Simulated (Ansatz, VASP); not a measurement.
# One calculation of Na3TeBr, two programs

File INCAR:

```
  PREC = Accurate
  ENCUT = 520
  EDIFF = 1E-7
  ISMEAR = 0
  SIGMA = 0.05
  LREAL = False
  LASPH = True
  NELM = 100
  ALGO = Normal
  ISIF = 2
  LWAVE = False
  LCHARG = False
  GGA = CA
  NBANDS = 25
```

File KPOINTS:

```
regular mesh
0
Gamma
  4 4 4
```

The input POSCAR:

```
Na3TeBr
1.0
    6.4121831652      0.0000000000      0.0000000000
    0.0000000000      6.4121831652      0.0000000000
    0.0000000000      0.0000000000      6.4121831652
Br Te Na
1 1 3
Direct
    0.0000000000      0.0000000000      0.0000000000
    0.5000000000      0.5000000000      0.5000000000
    0.5000000000      0.5000000000      0.0000000000
    0.5000000000      0.0000000000      0.5000000000
    0.0000000000      0.5000000000      0.5000000000
```

Input for Ansatz:

```yaml
crystal:
  lattice:
    - [6.4121831652, 0.0, 0.0]
    - [0.0, 6.4121831652, 0.0]
    - [0.0, 0.0, 6.4121831652]
  atoms:
    - { symbol: Br, position: [0.0, 0.0, 0.0] }
    - { symbol: Te, position: [0.5, 0.5, 0.5] }
    - { symbol: Na, position: [0.5, 0.5, 0.0] }
    - { symbol: Na, position: [0.5, 0.0, 0.5] }
    - { symbol: Na, position: [0.0, 0.5, 0.5] }
basis:
  ecutwfc: 420
kpoints:
  mp_grid: { grid: [4, 4, 4] }
hamiltonian:
  xc: lda
scf:
  occupations: { method: gaussian, width: 0.05 }
output:
  forces: true
  stress: true
  eigenvalues: true
```

The cell comes from a database or a generator and needn't be the stable form of this composition.

Alike in both runs: task single point; functional LDA; k mesh 4 × 4 × 4; occupations gaussian, width 0.05 eV; no spin polarisation.

|  | VASP | Ansatz |
| --- | --- | --- |
| version | VASP 6.6.1 | Ansatz 0.2.0 |
| potentials or method | VASP PAW LDA potentials, release 64 (Br, Te, Na_pv) | scalar-relativistic, plane waves, PAW |
| plane-wave cutoff (eV) | 520 | 420 |
| valence electrons in the cell | 34 | 50 |

```csv
,VASP,Ansatz,Ansatz less VASP
gap on the k mesh at the Fermi level (eV),1.88,1.87,-0.007
least direct gap on the mesh (eV),1.88,1.87,-0.007
pressure (GPa),-2.6,-2.6,0.00
```

The two sets of potentials don't hold the same shells in valence.

Caveats: spin-orbit coupling is left out, which moves the levels of the heavy elements. A hybrid or GW would open this gap; LDA tends to underestimate it.
